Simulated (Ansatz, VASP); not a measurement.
# CdBr2 in two plane-wave programs, part 2 of 2

Wanted: the spread between two codes on one cell, functional and k mesh. The cell is generated by rule, not measured, and may not be a known phase. The cell is taken from a series of VASP runs on this material, whose earlier steps may have relaxed, scaled or displaced it; both programs get it as it stands.

VASP 6.6.1 and Ansatz 0.2.0.

So far: Starting point; Ansatz: band structure, HSE06.

### 3. VASP: band structure, HSE06

Level of this step: HSE06; plane waves and PAW (Cd, Br); invented cell (VASP).

The same cell, functional, mesh and smearing now go to VASP, with its own data sets and cutoff.

Lines of VASP's logs that name or quote its potential files are left out, and so is its time.

The run reads the wave functions of an earlier VASP run, which isn't shown here.

Contents of INCAR:

```
SYSTEM = CdBr2
PREC = Accurate
ENCUT = 400
EDIFF = 1E-06
NELM = 100
ISMEAR = 0
SIGMA = 0.02
LREAL = .FALSE.
ALGO = Normal
LHFCALC = .TRUE.
AEXX = 0.25
GGA = PE
HFSCREEN = 0.2
LASPH = .TRUE.
NBANDS = 19
PRECFOCK = Fast
LORBIT = 11
LWAVE = .FALSE.
LCHARG = .FALSE.
KPAR = 4
ISIF = 2
```

Contents of POSCAR:

```
CdBr2
1.0
    0.0000000000      3.4945900000      3.4945900000
    3.4945900000      0.0000000000      3.4945900000
    3.4945900000      3.4945900000      0.0000000000
Cd Br
1 2
Direct
    0.0000000000      0.0000000000      0.0000000000
    0.2500000000      0.2500000000      0.2500000000
    0.7500000000      0.7500000000      0.7500000000
```

Contents of KPOINTS:

```
Automatic mesh
0
Gamma
4 4 4
0 0 0
```

Contents of KPOINTS_OPT:

```
Line mode
8
Line-mode
Reciprocal
  0.00000000   0.00000000   0.00000000 GAMMA
  0.50000000   0.00000000   0.50000000 X

  0.50000000   0.00000000   0.50000000 X
  0.50000000   0.25000000   0.75000000 W

  0.50000000   0.25000000   0.75000000 W
  0.37500000   0.37500000   0.75000000 K

  0.37500000   0.37500000   0.75000000 K
  0.00000000   0.00000000   0.00000000 GAMMA

  0.00000000   0.00000000   0.00000000 GAMMA
  0.50000000   0.50000000   0.50000000 L

  0.50000000   0.50000000   0.50000000 L
  0.62500000   0.25000000   0.62500000 U

  0.62500000   0.25000000   0.62500000 U
  0.50000000   0.25000000   0.75000000 W

  0.50000000   0.25000000   0.75000000 W
  0.50000000   0.50000000   0.50000000 L

  0.50000000   0.50000000   0.50000000 L
  0.37500000   0.37500000   0.75000000 K

  0.62500000   0.25000000   0.62500000 U
  0.50000000   0.00000000   0.50000000 X
```

Potentials, in the order of the species: Cd and Br (PBE family, release 64).

Launch:

```bash
mpirun -np 4 vasp_std
```

Numbers of over 12 decimals in the logs are rounded to 6 here.

Log:

```text
[banner, memory and clock lines left out]
running    4 mpi-ranks, on    1 nodes
 distrk:  each k-point on    1 cores,    4 groups
 distr:  one band on    1 cores,    1 groups

 POSCAR found type information on POSCAR CdBr
 POSCAR found :  2 types and       3 ions
 LDA part: xc-table for (Slater+PW92), standard interpolation
 found WAVECAR, reading the header
 POSCAR, INCAR and KPOINTS ok, starting setup
 FFT: planning ... GRIDC
 FFT: planning ... GRID_SOFT
 FFT: planning ... GRID
 reading WAVECAR
 the WAVECAR file was read successfully
 initial charge from wavefunction
 entering main loop
       N       E                     dE             d eps       ncg     rms          rms(c)
DAV:   1    -0.756598927104E+01   -0.75660E+01   -0.57077E-01   304   0.501E+00    0.144E+00
DAV:   2    -0.757289192000E+01   -0.69026E-02   -0.31062E-02   319   0.154E+00    0.991E-01
DAV:   3    -0.756897281496E+01    0.39191E-02   -0.36701E-03   319   0.511E-01    0.582E-01
DAV:   4    -0.756815263227E+01    0.82018E-03   -0.11818E-03   322   0.264E-01    0.347E-01
DAV:   5    -0.756798813040E+01    0.16450E-03   -0.22757E-04   325   0.117E-01    0.209E-01
DAV:   6    -0.756793208947E+01    0.56041E-04   -0.36504E-05   319   0.516E-02    0.124E-01
DAV:   7    -0.756791206363E+01    0.20026E-04   -0.12340E-05   335   0.284E-02    0.730E-02
DAV:   8    -0.756790565058E+01    0.64130E-05   -0.44415E-06   333   0.165E-02    0.430E-02
DAV:   9    -0.756790368034E+01    0.19702E-05   -0.14712E-06   255   0.971E-03    0.255E-02
DAV:  10    -0.756790306981E+01    0.61053E-06   -0.55498E-07   166   0.617E-03
   1 F= -.75679031E+01 E0= -.75679031E+01  d E =-.708579E-35
 Start KPOINTS_OPT (optional k-point list driver)
k-point batch [1-8\80]
       N       E                     dE             ncg
DAV:   1     0.150200323770E+03   -0.27694E+04      304
DAV:   2    -0.124900113797E+04   -0.13992E+04      335
DAV:   3    -0.137560410357E+04   -0.12660E+03      334
DAV:   4    -0.137813062617E+04   -0.25265E+01      364
DAV:   5    -0.137815059710E+04   -0.19971E-01      358
DAV:   6    -0.137815074536E+04   -0.14826E-03      345
DAV:   7    -0.137815074674E+04   -0.13752E-05      305
DAV:   8    -0.137815074678E+04   -0.39247E-07      246
[...]
k-point batch [73-80\80]
       N       E                     dE             ncg
DAV:   1     0.167346765969E+03   -0.52361E+04      304
DAV:   2    -0.125951232561E+04   -0.14269E+04      374
DAV:   3    -0.139165164794E+04   -0.13214E+03      340
DAV:   4    -0.139404023291E+04   -0.23886E+01      355
DAV:   5    -0.139406020729E+04   -0.19974E-01      399
DAV:   6    -0.139406037004E+04   -0.16275E-03      344
DAV:   7    -0.139406037128E+04   -0.12385E-05      312
DAV:   8    -0.139406037133E+04   -0.54131E-07      288
```

OUTCAR, selected parts (step 3):

```text
ion  position               nearest neighbor table
   1  0.000  0.000  0.000-   3 3.03   3 3.03   3 3.03   2 3.03   3 3.03   2 3.03   2 3.03   2 3.03

  LATTYP: Found a face centered cubic cell.
 ALAT       =     6.9891800000

 Subroutine GETGRP returns: Found 48 space group operations
 (whereof 48 operations were pure point group operations)

The static configuration has the point symmetry O_h .

 Found      8 irreducible k-points:

   k-points           NKPTS =      8   k-points in BZ     NKDIM =     64   number of bands    NBANDS=     19

   dimension x,y,z NGX =    32 NGY =   32 NGZ =   32
   dimension x,y,z NGXF=    64 NGYF=   64 NGZF=   64

   ENCUT  =  400.0 eV  29.40 Ry    5.42 a.u.   8.06  8.06  8.06*2*pi/ulx,y,z

   NELECT =      26.0000    total number of electrons

 k-points in reciprocal lattice and weights: Automatic mesh
   0.00000000  0.00000000  0.00000000       0.016
   0.25000000  0.00000000  0.00000000       0.125
   0.50000000  0.00000000  0.00000000       0.062
   0.25000000  0.25000000  0.00000000       0.094
   0.50000000  0.25000000  0.00000000       0.375
  -0.25000000  0.25000000  0.00000000       0.188
   0.50000000  0.50000000  0.00000000       0.047
  -0.25000000  0.50000000  0.25000000       0.094

  exchange ACFDT corr.  =         0.00000000  see jH, gK, PRB 81, 115126

 average (electrostatic) potential at core
       1 -34.0786       2 -60.2165       3 -60.2165

 E-fermi :   0.1813

 k-point     1 :       0.0000    0.0000    0.0000
  band No.  band energies     occupation
    ...
      9      -2.2977      2.00000
     10      -2.2977      2.00000
     11      -0.9412      2.00000
     12      -0.9412      2.00000
     13      -0.9412      2.00000
     14       1.3546      0.00000
     15       5.8340      0.00000
     16       5.8340      0.00000
     17       5.8340      0.00000
     18       9.2698      0.00000
    ...

 k-point     2 :       0.2500    0.0000    0.0000
  band No.  band energies     occupation
    ...
      9      -2.3244      2.00000
     10      -2.3244      2.00000
     11      -1.9511      2.00000
     12      -1.2806      2.00000
     13      -1.2806      2.00000
     14       3.0975      0.00000
     15       6.4236      0.00000
     16       6.6992      0.00000
     17       6.6992      0.00000
     18      10.2206      0.00000
    ...

 k-point     3 :       0.5000    0.0000    0.0000
  band No.  band energies     occupation
    ...
      9      -2.4337      2.00000
     10      -2.2957      2.00000
     11      -2.2957      2.00000
     12      -1.6513      2.00000
     13      -1.6513      2.00000
     14       4.0773      0.00000
     15       8.0417      0.00000
     16       8.0704      0.00000
     17       8.0704      0.00000
     18      10.6220      0.00000
    ...

  Total       -0.5609367     -0.5609367     -0.5609367      0.0000000     -0.0000000     -0.0000000
  in kB      -10.5294523    -10.5294523    -10.5294523      0.0000000     -0.0000000     -0.0000000
  external PRESSURE =     -10.5294523 kB  Pullay stress =       0.0000000 kB

  energy-cutoff  :      400.00
  volume of cell :       85.35
      direct lattice vectors                 reciprocal lattice vectors
     0.000000000  3.494590000  3.494590000    -0.143078301  0.143078301  0.143078301
     3.494590000  0.000000000  3.494590000     0.143078301 -0.143078301  0.143078301
     3.494590000  3.494590000  0.000000000     0.143078301  0.143078301 -0.143078301

 POSITION                                       TOTAL-FORCE (eV/Angst)
 -----------------------------------------------------------------------------------
      0.00000      0.00000      0.00000         0.000000     -0.000000      0.000000
      1.74730      1.74730      1.74730        -0.000000      0.000000     -0.000000
      5.24188      5.24188      5.24188        -0.000000     -0.000000     -0.000000
 -----------------------------------------------------------------------------------
    total drift:                                0.000184      0.000303      0.000281

  FREE ENERGIE OF THE ION-ELECTRON SYSTEM (eV)
  ---------------------------------------------------
  free  energy   TOTEN  =        -7.5679030698 eV

  energy  without entropy=       -7.5679030698  energy(sigma->0) =       -7.56790307

 total charge
# of ion       s       p       d       tot
------------------------------------------
    1        0.263   0.153   9.631  10.048
    2        1.613   3.270   0.010   4.893
    3        1.613   3.270   0.010   4.893
--------------------------------------------------
tot          3.490   6.693   9.652  19.835

[... 3 further parts left out ...]
```

The k-mesh is coarse for exact exchange; levels may shift by about 0.1 eV on a finer one.

### 4. Comparison

Known differences besides the potentials themselves: exact exchange at q = 0 is treated differently, which shows on coarse meshes; VASP keeps PBE cores, Ansatz makes them for the functional; the data sets hold 34 valence electrons in Ansatz (default PAW (the set named soft_2) files) and 26 in VASP; the cutoff is 420 eV in Ansatz and 400 eV in VASP; VASP takes a coarser grid for exact exchange (PRECFOCK = Fast). Total energies have different zeros and are not compared.

Compared:

```tsv
quantity	Ansatz	VASP	difference
pressure (GPa)	-0.83	-1.05	+0.23
pressure without Ansatz's Pulay correction (GPa)	-0.94	-1.05	+0.12
gap over the path points (eV)	1.366	1.344	+0.022
```

Levels at points of the path, from each program's valence-band top (eV; 4 filled, then empty):

```tsv
k (reciprocal lattice)	Ansatz	VASP
0.000 0.000 0.000	-2.31 -0.95 -0.95 -0.95 1.37 5.82 5.82	-2.31 -0.95 -0.95 -0.95 1.34 5.82 5.82
0.500 0.000 0.500	-3.62 -0.18 -0.18 0.00 2.95 6.29 9.09	-3.62 -0.19 -0.19 0.00 2.94 6.28 9.10
0.500 0.214 0.714	-2.52 -1.80 -0.17 -0.02 3.56 7.50 7.75	-2.52 -1.80 -0.17 -0.03 3.56 7.51 7.74
0.411 0.339 0.750	-3.05 -1.23 -0.44 -0.07 3.50 7.55 7.90	-3.05 -1.23 -0.45 -0.07 3.50 7.54 7.91
0.161 0.161 0.321	-2.22 -1.93 -1.73 -0.60 3.06 6.24 6.50	-2.23 -1.93 -1.73 -0.60 3.04 6.23 6.50
0.214 0.214 0.214	-2.33 -1.82 -1.21 -1.21 2.82 6.20 6.47	-2.33 -1.82 -1.21 -1.21 2.80 6.20 6.47
0.554 0.393 0.554	-2.73 -1.87 -1.23 -0.87 3.91 7.85 8.22	-2.73 -1.87 -1.23 -0.87 3.90 7.85 8.22
0.589 0.250 0.661	-3.05 -1.23 -0.44 -0.07 3.50 7.55 7.90	-3.05 -1.23 -0.45 -0.07 3.50 7.54 7.91
0.500 0.286 0.714	-2.18 -2.17 -0.21 -0.09 3.62 7.47 8.08	-2.18 -2.17 -0.21 -0.09 3.62 7.48 8.07
0.500 0.500 0.500	-2.31 -2.31 -1.66 -1.66 4.08 8.02 8.06	-2.31 -2.31 -1.66 -1.66 4.07 8.03 8.06
```

Among the levels compared at these points, filled levels agree within 7 meV and empty ones within 22 meV. Ansatz's pressure holds a Pulay correction of 0.11 GPa; VASP's holds none.

### 5. Results

```
difference in gap over the path points (band structure, HSE06) : 0.022 eV
```

What this shows: The difference in gap over the path points is 0.022 eV (band structure, HSE06), within the 0.08 eV picked in this series as the mark of a large difference. How closely two codes agree says nothing of how well the functional describes the real material.

[Lines on the potential files, build, host, timing and source positions are cut from VASP's logs without a mark.]

[Logs are printed without paths, hosts, clocks, repeated set-up lines and the standing remarks that a program may print on its own settings, such as how far it seeks lower states.]

[Hosts, paths, dates, database ids (printed as entryN), source tags and the programs' standing remarks are cut or masked in the printed files.]
